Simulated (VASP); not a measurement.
# Berry-phase polarisation of AlN

How large is the polarisation of AlN against a centred reference, and what does the path between them cost?

Program: VASP 6.6.1. Level of theory: LDA; plane waves and PAW (Al, N), in the first sound run; inputs show where later runs differ. Results are calculated unless marked as measured.

## 1. Set-up

Symmetry: P6_3mc, No. 186, hexagonal system. Conventional cell: a = 3.112 Å, b = 3.112 Å, c = 4.982 Å, α = 90.00°, β = 90.00°, γ = 120.00°. Nearest to Al lie 4 N at 1.89 to 1.90 Å. Nearest to N lie 4 Al at 1.89 to 1.90 Å. Farther neighbours and most contacts between anions are not listed.

As a file:

```cif
data_structure
_symmetry_space_group_name_H-M 'P 1'
_symmetry_Int_Tables_number 1
_cell_length_a 3.1120
_cell_length_b 3.1120
_cell_length_c 4.9820
_cell_angle_alpha 90.000
_cell_angle_beta 90.000
_cell_angle_gamma 120.000
_cell_volume 41.78
loop_
_atom_site_label
_atom_site_type_symbol
_atom_site_fract_x
_atom_site_fract_y
_atom_site_fract_z
_atom_site_occupancy
Al1 Al 0.33333 0.66667 0.00000 1
Al2 Al 0.66667 0.33333 0.50000 1
N3 N 0.33333 0.66667 0.38200 1
N4 N 0.66667 0.33333 0.88200 1
```

## 2. Relax the crystal, LDA

The polar end is relaxed first.

This step took 2 runs in a row; the last is shown.

Level: LDA; plane waves and PAW (Al, N).

File INCAR:

```
SYSTEM = AlN
PREC = Accurate
ENCUT = 520
EDIFF = 1E-07
NELM = 120
ISMEAR = 0
SIGMA = 0.02
LREAL = .FALSE.
ALGO = Normal
GGA = CA
NBANDS = 14
LASPH = .TRUE.
LORBIT = 11
LWAVE = .FALSE.
LCHARG = .FALSE.
KPAR = 8
IBRION = 2
NSW = 80
ISIF = 3
EDIFFG = -0.005
POTIM = 0.4
```

File POSCAR:

```
AlN
1.0
    3.0918229846      0.0000000000      0.0000000000
   -1.5459114923      2.6775972491      0.0000000000
    0.0000000000      0.0000000000      4.9495427074
Al N
2 2
Direct
    0.3333333333      0.6666666667      0.0000703762
    0.6666666667      0.3333333333      0.5000703762
    0.3333333333      0.6666666667      0.3819296238
    0.6666666667      0.3333333333      0.8819296238
```

File KPOINTS:

```
Automatic mesh
0
Gamma
10 10 6
0 0 0
```

The projector-augmented-wave data sets are Al and N (LDA family, release 64).

The run is started by

```
$ mpirun -np 8 vasp_std
```

Log:

```text
[banner, memory and clock lines left out]
running    8 mpi-ranks, on    1 nodes
[...]
|                                                                             |
|           W    W    AA    RRRRR   N    N  II  N    N   GGGG   !!!           |
|           W    W   A  A   R    R  NN   N  II  NN   N  G    G  !!!           |
|           W    W  A    A  R    R  N N  N  II  N N  N  G       !!!           |
|           W WW W  AAAAAA  RRRRR   N  N N  II  N  N N  G  GGG   !            |
|           WW  WW  A    A  R   R   N   NN  II  N   NN  G    G                |
|           W    W  A    A  R    R  N    N  II  N    N   GGGG   !!!           |
|                                                                             |
|     For optimal performance we recommend to set                             |
|       NCORE = 2 up to number-of-cores-per-socket                            |
|     NCORE specifies how many cores store one orbital (NPAR=cpu/NCORE).      |
|     This setting can greatly improve the performance of VASP for DFT.       |
[...]
|     Unfortunately you need to use the default for GW and RPA                |
|     calculations (for HF NCORE is supported but not extensively tested      |
|     yet).                                                                   |
|                                                                             |

 LDA part: xc-table for (Slater(with rela. corr.)+CA(PZ))
 , standard interpolation
 POSCAR, INCAR and KPOINTS ok, starting setup
[...]
entering main loop
       N       E                     dE             d eps       ncg     rms          rms(c)
DAV:   1     0.414755251004E+02    0.41476E+02   -0.75411E+03  1584   0.102E+03
DAV:   2    -0.345490844795E+02   -0.76025E+02   -0.70126E+02  2162   0.195E+02
DAV:   3    -0.379534007891E+02   -0.34043E+01   -0.33923E+01  2108   0.431E+01
DAV:   4    -0.379728433907E+02   -0.19443E-01   -0.19441E-01  1754   0.395E+00
[...]
DAV:  12    -0.328413815590E+02    0.38788E-06   -0.21029E-06  2000   0.111E-02    0.509E-03
DAV:  13    -0.328413813994E+02    0.15956E-06   -0.97149E-07  2060   0.742E-03    0.957E-04
DAV:  14    -0.328413814170E+02   -0.17616E-07   -0.15341E-08  1138   0.104E-03
   1 F= -.32841381E+02 E0= -.32841381E+02  d E =-.328414E+02
[...]
reached required accuracy - stopping structural energy minimisation
```

It took 5.8 s on 8 MPI ranks of Intel Xeon Platinum 8488C (Sapphire Rapids), shared host; peak memory 1.3 GiB.

The logs omit lines about the potential files and the build; timing stands in the text.

From OUTCAR (step 2):

```text
  Total       -0.0132807     -0.0132807     -0.0121971      0.0000000      0.0000000      0.0000000
  in kB       -0.5192878     -0.5192878     -0.4769178      0.0000000      0.0000000      0.0000000
  external PRESSURE =      -0.5051644 kB  Pullay stress =       0.0000000 kB

 POSITION                                       TOTAL-FORCE (eV/Angst)
 -----------------------------------------------------------------------------------
     -0.00000      1.78506      0.00035         0.000000      0.000000     -0.003794
      1.54591      0.89253      2.47512        -0.000000     -0.000000     -0.003794
     -0.00000      1.78506      1.89038         0.000000     -0.000000      0.003794
      1.54591      0.89253      4.36515        -0.000000      0.000000      0.003794
 -----------------------------------------------------------------------------------
    total drift:                               -0.000000      0.000000     -0.000492

  FREE ENERGIE OF THE ION-ELECTRON SYSTEM (eV)
  ---------------------------------------------------
  free  energy   TOTEN  =       -32.8413814170 eV

  energy  without entropy=      -32.8413814170  energy(sigma->0) =      -32.84138142

 reached required accuracy - stopping structural energy minimisation

[... 3 further parts left out ...]
[key lines of the parts left out:]
E-fermi :   6.1974
```

This run gave:

```
energy(sigma→0) of the program : -32.8414 eV
stress, compression positive   : xx, yy, zz -0.05, -0.05, -0.05 GPa
volume                         : 40.976 Å³
ionic steps                    : 1
```

## 3. Berry phase, LDA

The centred structure lies half way between the polar one and its mirror or inverted image (space group 194 within 0.02 Å; largest move 0.30 Å). One point of the path in full, at 0.1 of the distortion.

Level: LDA; plane waves and PAW (Al, N).

File INCAR:

```
SYSTEM = AlN
PREC = Accurate
ENCUT = 520
EDIFF = 1E-07
NELM = 100
ISMEAR = 0
SIGMA = 0.02
LREAL = .FALSE.
ALGO = Normal
GGA = CA
NBANDS = 14
LASPH = .TRUE.
LWAVE = .FALSE.
LCHARG = .FALSE.
LCALCPOL = .TRUE.
DIPOL = 0.123 0.137 0.119
ISIF = 2
```

File POSCAR:

```
AlN
1.0
    3.0918229846      0.0000000000      0.0000000000
   -1.5459114923      2.6775972491      0.0000000000
    0.0000000000      0.0000000000      4.9495427074
Al N
2 2
Direct
    0.3333333330      0.6666666670      0.9460070380
    0.6666666670      0.3333333330      0.4460070380
    0.3333333330      0.6666666670      0.4341929620
    0.6666666670      0.3333333330      0.9341929620
```

File KPOINTS:

```
Automatic mesh
0
Gamma
11 11 8
0 0 0
```

The run is started by

```
$ mpirun -np 2 vasp_std
```

Log:

```text
[banner, memory and clock lines left out]
running    2 mpi-ranks, on    1 nodes
[...]
LDA part: xc-table for (Slater(with rela. corr.)+CA(PZ))
 , standard interpolation
 POSCAR, INCAR and KPOINTS ok, starting setup
[...]
entering main loop
       N       E                     dE             d eps       ncg     rms          rms(c)
DAV:   1     0.433168046488E+02    0.43317E+02   -0.75186E+03  2248   0.102E+03
DAV:   2    -0.337230942469E+02   -0.77040E+02   -0.70499E+02  3082   0.196E+02
DAV:   3    -0.373889787064E+02   -0.36659E+01   -0.36473E+01  3008   0.444E+01
DAV:   4    -0.374112726699E+02   -0.22294E-01   -0.22291E-01  2438   0.416E+00
[...]
DAV:  11    -0.317709719663E+02    0.45099E-04   -0.10418E-04  2738   0.824E-02    0.135E-02
DAV:  12    -0.317709722242E+02   -0.25785E-06   -0.15281E-06  2768   0.101E-02    0.473E-03
DAV:  13    -0.317709721682E+02    0.55950E-07   -0.36498E-07  2828   0.464E-03
 p_tot=( -0.270E+01 -0.587E+01  0.850E+00 )
   1 F= -.31770972E+02 E0= -.31770972E+02  d E =-.477996E-22
```

The job ended after 52 s (2 MPI ranks; peak memory 0.39 GiB).

Parts of OUTCAR (step 3):

```text
  Total        5.0694097      5.0694097     -3.4509378      0.0000000      0.0000000      0.0000000
  in kB      198.2179694    198.2179695   -134.9344243      0.0000000      0.0000000      0.0000000
  external PRESSURE =      87.1671715 kB  Pullay stress =       0.0000000 kB

 POSITION                                       TOTAL-FORCE (eV/Angst)
 -----------------------------------------------------------------------------------
     -0.00000      1.78506      4.68230        -0.000000     -0.000000      0.369456
      1.54591      0.89253      2.20753         0.000000      0.000000      0.369456
     -0.00000      1.78506      2.14906        -0.000000      0.000000     -0.369456
      1.54591      0.89253      4.62383         0.000000     -0.000000     -0.369456
 -----------------------------------------------------------------------------------
    total drift:                               -0.000001      0.000000     -0.000171

  FREE ENERGIE OF THE ION-ELECTRON SYSTEM (eV)
  ---------------------------------------------------
  free  energy   TOTEN  =       -31.7709721682 eV

  energy  without entropy=      -31.7709721682  energy(sigma->0) =      -31.77097217

[... 1 part as in an earlier step ...]

[... 2 further parts left out ...]
[key lines of the parts left out:]
E-fermi :   7.4032
```

Read from the output:

| Item | Value |
| --- | --- |
| energy(sigma→0) of the program | -31.7710 eV |
| stress, compression positive | xx, yy, zz 19.82, 19.82, -13.49 GPa |

The run ends at a pressure of 8.72 GPa, with forces up to 0.37 eV/Å.

## 4. All members

The other members went through these steps as far as the tables show, at the cell of the polar end; 11 runs are not shown. The session took 0.36 core hours (wall time by ranks) on a shared machine.

The Berry phase fixes the polarisation only up to a quantum, here 194 µC/cm², so branches are joined from point to point; the sign is set positive along the polar axis, and energies count from the end point of the series.

```
fraction of the polar distortion  polarisation, branches joined (µC/cm²)  energy above the polar end (meV/f.u.)  gap on the mesh (eV)
                               0                                    0.00                                 546.06                  2.89
                            0.10                                   14.65                                 535.20                  2.91
                            0.20                                   29.19                                 503.30                  2.99
                            0.30                                   43.54                                 452.35                  3.11
                            0.40                                   57.63                                      ?                  3.26
                            0.50                                   71.40                                 307.78                  3.44
                            0.60                                   84.85                                 224.54                  3.63
                            0.70                                   97.97                                 142.98                  3.83
                            0.80                                  110.78                                  71.50                  4.02
                            0.90                                  123.33                                  19.96                  4.21
                               1                                  135.64                                   0.00                  4.40
```

## 5. A double well from the known rows

Fitting a parabola to the 10 known rows (u: square of the distortion) gives E = 542.4 u² − 1089 u + 546.0 in meV/f.u.; the residuals are 0.097 meV/f.u. r.m.s.

At u = 0.1600 this predicts 385.74 meV/f.u.

## 6. Checking the prediction

The calculation gives 385.66 meV/f.u., so the prediction is 0.08 meV/f.u. too high, within twice the residual of the fit.

## 7. Outcome

```json
{
 "polarisation at the last point": "135.6 µC/cm²",
 "energy of the centred structure": "546 meV/f.u.",
 "highest point of the path": "546 meV/f.u.",
 "error of the predicted energy": "0.08 meV/f.u."
}
```

What this shows: The largest step between points is 14.6 µC/cm², well under half the quantum, so the joining is safe. The polarisation departs from a straight line by up to 3.6 µC/cm². The smallest gap on the mesh along the path is 2.89 eV. The value belongs to this centred reference; where a crystal has several, another path can give another value. A straight path at a fixed cell bounds the barrier of uniform switching from above; where films switch at all, they do so at domain walls.

[Lines on the potential files, build, host, timing and source positions are cut from VASP's logs without a mark.]

[Logs are printed without paths, hosts, clocks, repeated set-up lines and the standing remarks that a program may print on its own settings, such as how far it seeks lower states.]

[Hosts, paths, dates, database ids (printed as entryN), source tags and the programs' standing remarks are cut or masked in the printed files.]
